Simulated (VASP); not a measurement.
Calculation: PBE GGA, VASP's PBE PAW potentials (set 64) (plane waves; VASP).

The input files of a VASP run:

### POSCAR
```
YB
1
    1.9677260000    -5.1997860000     0.0000000000
    1.9677260000     5.1997860000     0.0000000000
    0.0000000000     0.0000000000     3.8778380000
B Y
2 2
Direct
  0.5640000000   0.4360000000   0.2500000000
  0.4360000000   0.5640000000   0.7500000000
  0.8547500000   0.1452500000   0.2500000000
  0.1452500000   0.8547500000   0.7500000000
```

**INCAR**
```
ALGO  =  Normal
EDIFF  =  1E-6
ENCUT  =  520
GGA  =  PE
ISIF  =  2
ISMEAR  =  1
ISYM  =  1
LASPH  =  .True.
LCHARG  =  .False.
LMAXMIX  =  4
LREAL  =  .False.
LWAVE  =  .False.
NELM  =  100
PREC  =  Accurate
SIGMA  =  0.1
SYSTEM  =  YB
```

KPOINTS:
```
Automatic mesh
0
Gamma
8 8 7
0 0 0
```

POTCAR, in this order: B Y_sv (PBE.64 set). Program: vasp_std.

Question: Predict the energy per atom (σ→0), pressure, largest force, band gap (on the k-mesh).

Answer: 
* **energy per atom (σ→0)**: -6.510 eV/atom
* **band gap (on the k-mesh)**: none (metal, semimetal or under 0.01 eV)
* **pressure**: -13.82 GPa
* **largest force**: 0.05300 Ry/bohr

**OSZICAR**
```
...
DAV:   7    -0.260389890030E+02   -0.39358E-01   -0.16230E+00  4676   0.617E+00    0.197E+01
DAV:   8    -0.260450862274E+02   -0.60972E-02   -0.24143E-01  3530   0.325E+00    0.213E+00
DAV:   9    -0.260382629742E+02    0.68233E-02   -0.65650E-02  4064   0.114E+00    0.521E-01
DAV:  10    -0.260384977689E+02   -0.23479E-03   -0.29972E-03  3896   0.339E-01    0.309E-01
DAV:  11    -0.260384962206E+02    0.15484E-05   -0.81770E-04  3686   0.200E-01    0.665E-02
DAV:  12    -0.260385113870E+02   -0.15166E-04   -0.88815E-05  4442   0.661E-02    0.196E-02
DAV:  13    -0.260385117473E+02   -0.36034E-06   -0.30733E-06  3068   0.109E-02
   1 F= -.26038512E+02 E0= -.26039243E+02  d E =0.219407E-02
```

The structure was generated: YB was put into the CrB type (Cmcm), which need not be its known phase. The cell was not relaxed at this level. The run is one of a series of settings (ISYM = 1 against the base run), some of them coarse on purpose.
